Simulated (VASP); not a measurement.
W, 1 atom in the cell. It takes space group Im-3m (No. 229, cubic). Conventional cell: a = 3.165 Å, b = 3.165 Å, c = 3.165 Å, α = 90.00°, β = 90.00°, γ = 90.00°. Around W (site symmetry m-3m) lie 8 W at 2.74 Å. 

| Quantity | Value |
| --- | --- |
| Program | VASP 6.6.1 |
| Task | single point |
| Functional | PBE |
| Potentials or basis | VASP PAW PBE potentials, release 64 (W_sv) |
| Cutoff | 600 eV |
| k mesh | 14 × 14 × 14 |
| Occupations | gaussian, width 0.1 eV |
| Spin | no spin polarisation |
| Further INCAR settings | ALGO = Fast; EDIFF = 1e-07; NBANDS = 13 |

Potentials or basis: VASP PAW PBE potentials, release 64 (W_sv).

Command:

```sh
$ cat potpaw_PBE.64/W_sv/POTCAR > POTCAR
$ mpirun -np 1 vasp_std > vasp.out
```

Hardware: 1 thread of AMD EPYC 7R43 64-Core Processor (Zen 3), on a shared host.

**Question.** How long does it take, and how much memory?

**Answer.** It took 40 s on 1 thread of AMD EPYC 7R43 64-Core Processor (Zen 3) (shared host), peak memory 0.12 GiB. Counts: scf iterations 14, k points 104.
